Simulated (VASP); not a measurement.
Input:

```xyz
2
Lattice="0.0000 2.7985 2.7985 2.7985 0.0000 2.7985 2.7985 2.7985 0.0000" Properties=species:S:1:pos:R:3 pbc="T T T"
Ag     0.0000     0.0000     0.0000
Cl     2.7985     2.7985     2.7985
```

All values below come from PBE GGA, VASP's PBE PAW potentials (set 64) (plane waves; VASP 6.6.1). Run with 400 eV cut-off, 9×9×9 Γ-centred mesh, tetrahedra with Blöchl corrections, potentials Ag Cl.

Predict the energy per atom (σ→0).

- energy per atom (σ→0): -2.700 eV/atom

The absolute energy has meaning only against runs of the same code, potentials and settings.

The compound is AgCl in the rock salt structure. It was relaxed first.
